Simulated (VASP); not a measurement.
A convergence study with VASP on CaF2 (fluorite): one setting is varied, all else stays as given below, so the limit is that of these other settings.

```xyz
3
Lattice="0.0000 2.7300 2.7300 2.7300 0.0000 2.7300 2.7300 2.7300 0.0000" Properties=species:S:1:pos:R:3 pbc="T T T"
Ca     0.0000     0.0000     0.0000
F      1.3650     1.3650     1.3650
F      4.0950     4.0950     4.0950
```

These are PBE GGA, VASP's PBE PAW potentials (set 64) (plane waves; VASP) values and carry that method's errors. The tightest run used: 700 eV cut-off, 12×12×12 Monkhorst-Pack mesh, Gaussian smearing of 0.050 eV, potentials Ca_sv F.

| setting | E (eV/atom) | pressure (GPa) | irreducible k-points |
|---|---|---|---|
| 1×1×1 mesh | -5.7522 | -5.96 | 1 |
| 2×2×2 mesh | -5.7806 | 2.38 | 2 |
| 3×3×3 mesh | -5.7787 | 2.41 | 4 |

Question: These are the cheaper rows. Estimate the results at 12×12×12 mesh, and how far the last row shown lies from them.

Answer: 
```json
[
 {"quantity": "E (eV/atom)", "tightest run": "-5.7793", "last row shown is off by": "0.0006"},
 {"quantity": "pressure (GPa)", "tightest run": "2.40", "last row shown is off by": "0.01"}
]
```

Left out are rungs that failed or repeat a setting and relaxations that didn't move; long series are thinned to 24 rows.

The compound is CaF2 in the fluorite structure. The cell was not relaxed at this level.
